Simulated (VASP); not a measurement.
Given:

```
CdTe
1.0
    0.00000     3.40566     3.40566
    3.40566     0.00000     3.40566
    3.40566     3.40566     0.00000
Cd Te
1 1
Direct
  0.00000   0.00000   0.00000
  0.25000   0.25000   0.25000
```

Method: vdW-DF2, VASP's PBE PAW potentials (set 64) (plane waves; VASP). Numerical set-up: 520 eV cut-off, 8×8×8 Γ-centred mesh, tetrahedra with Blöchl corrections, potentials Cd Te.

Unless said otherwise, spin-orbit coupling is left out, though it shifts the bands of the heavy elements here.

Task: Predict the energy per atom (σ→0), band gap (on the k-mesh) with the smallest direct gap where there is one.

Result: 
```json
{
  "band gap (on the k-mesh)": "0.07 eV",
  "smallest direct gap (on the k-mesh)": "0.07 eV",
  "energy per atom (σ→0)": "0.367 eV/atom"
}
```

The compound is CdTe in the zinc blende structure. It was relaxed first, which changed the volume by +16 %.
